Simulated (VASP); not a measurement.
The input files of a VASP run:

**POSCAR**
```
SnC
1
    0.0000000000     2.3263472970     2.3263472970
    2.3263472970     0.0000000000     2.3263472970
    2.3263472970     2.3263472970     0.0000000000
Sn C
1 1
Direct
  0.0000000000   0.0000000000   0.0000000000
  0.5000000000   0.5000000000   0.5000000000
```

INCAR:
```
# general
SYSTEM =SnC
PREC   =Accurate
ENCUT  =620
LREAL  =.FALSE.
LASPH  =.TRUE.

# electronic loop
EDIFF  =1E-6
NELM   =100
ALGO   =Normal
LMAXMIX=4

# smearing
ISMEAR =1
SIGMA  =0.1

# functional
GGA    =PS

# ions
IBRION =2
NSW    =40
ISIF   =3
EDIFFG =-0.02
PSTRESS=200

# output
LWAVE  =.FALSE.
LCHARG =.FALSE.
```

### KPOINTS
```
Automatic
0
gamma
13 13 13
```

POTCAR, in this order: Sn_d C (PBE.64 set). Program: vasp_std.

Task: Translate this PBEsol calculation to Quantum ESPRESSO's pw.x.

Result: One equivalent input (not run):
```
&CONTROL
  calculation = 'vc-relax'
  pseudo_dir = './pseudo'
  outdir = './out'
  tprnfor = .true.
  tstress = .true.
  nstep = 40
  forc_conv_thr = 0.00078
/
&SYSTEM
  ibrav = 0
  nat = 2
  ntyp = 2
  ecutwfc = 82
  occupations = 'smearing'
  smearing = 'methfessel-paxton'
  degauss = 0.00735
  input_dft = 'pbesol'
/
&ELECTRONS
  conv_thr = 7.3e-08
  electron_maxstep = 100
/
&IONS
/
&CELL
  press = 200
/
ATOMIC_SPECIES
  Sn 118.710 Sn.upf
  C 12.011 C.upf
CELL_PARAMETERS angstrom
     0.0000000    2.3263473    2.3263473
     2.3263473    0.0000000    2.3263473
     2.3263473    2.3263473    0.0000000
ATOMIC_POSITIONS crystal
  Sn   0.0000000  0.0000000  0.0000000
  C    0.5000000  0.5000000  0.5000000
K_POINTS automatic
  13 13 13 0 0 0
```
Limits of the translation: the potentials are each code's own (VASP's PAW set, PseudoDojo norm-conserving files in pw.x), so ENCUT and ecutwfc are chosen apart and not converted; conv_thr bounds pw.x's estimated SCF error, while EDIFF bounds the energy change between steps; forc_conv_thr acts on force components and is met together with etot_conv_thr.

The structure was generated: SnC was put into the rock salt type (Fm-3m), which need not be its known phase. This run relaxes it under an external pressure of 20 GPa. Symmetry was kept, so distortions that lower it aren't found.
